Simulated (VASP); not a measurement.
VASP input:

File KPOINTS:
```
Automatic
0
gamma
  7 7 5
```

File POSCAR:
```
PtS2
1
    1.7816171738    -3.0858515379     0.0000000000
    1.7816171738     3.0858515379     0.0000000000
    0.0000000000     0.0000000000     5.0016434702
Pt S
1 2
Direct
  0.0000000000   0.0000000000   0.0000000000
  0.3333330000   0.6666670000   0.2440870310
  0.6666670000   0.3333330000   0.7559129690
```

### INCAR
```
# general
SYSTEM  =PtS2
PREC    =Accurate
ENCUT   =520
LREAL   =.FALSE.
LASPH   =.TRUE.   # aspherical one-centre terms

# electronic loop
EDIFF   =1E-7
NELM    =100
ALGO    =Normal   # blocked Davidson
LMAXMIX =6   # l cut-off of mixed one-centre charges

# smearing
ISMEAR  =0   # Gaussian
SIGMA   =0.05

# functional
GGA     =BO
LUSE_VDW=.TRUE.
AGGAC   =0.0
PARAM1  =0.1833333333
PARAM2  =0.22

# ions
IBRION  =2
NSW     =30   # most ionic steps
ISIF    =4   # ions and shape, fixed volume
EDIFFG  =-0.01   # ionic stop

# output
LWAVE   =.FALSE.
LCHARG  =.FALSE.
```

POTCAR, in this order: Pt S (PBE.64 set). Program: vasp_std.

**Question.** Write an equivalent input for Quantum ESPRESSO's pw.x.

**Answer.** One equivalent input (not run):
```
&CONTROL
  calculation = 'vc-relax'
  pseudo_dir = './pseudo'
  outdir = './out'
  tprnfor = .true.
  tstress = .true.
  nstep = 30
  forc_conv_thr = 0.00039
/
&SYSTEM
  ibrav = 0
  nat = 3
  ntyp = 2
  ecutwfc = 84
  occupations = 'smearing'
  smearing = 'gaussian'
  degauss = 0.003675
  input_dft = 'vdw-df-obk8'
/
&ELECTRONS
  conv_thr = 7.3e-09
  electron_maxstep = 100
/
&IONS
/
&CELL
  cell_dofree = 'shape'
/
ATOMIC_SPECIES
  Pt 195.084 Pt.upf
  S 32.060 S.upf
CELL_PARAMETERS angstrom
     1.7816172   -3.0858515    0.0000000
     1.7816172    3.0858515    0.0000000
     0.0000000    0.0000000    5.0016435
ATOMIC_POSITIONS crystal
  Pt   0.0000000  0.0000000  0.0000000
  S    0.3333330  0.6666670  0.2440870
  S    0.6666670  0.3333330  0.7559130
K_POINTS automatic
  7 7 5 0 0 0
```
Limits of the translation: the potentials are each code's own (VASP's PAW set, PseudoDojo norm-conserving files in pw.x), so ENCUT and ecutwfc are chosen apart and not converted; conv_thr bounds pw.x's estimated SCF error, while EDIFF bounds the energy change between steps; forc_conv_thr acts on force components and is met together with etot_conv_thr.

The compound is PtS2 in the 1T layered structure. This cell is one point of a volume scan, at 0.97 of the reference volume. Symmetry was kept, so distortions that lower it aren't found.
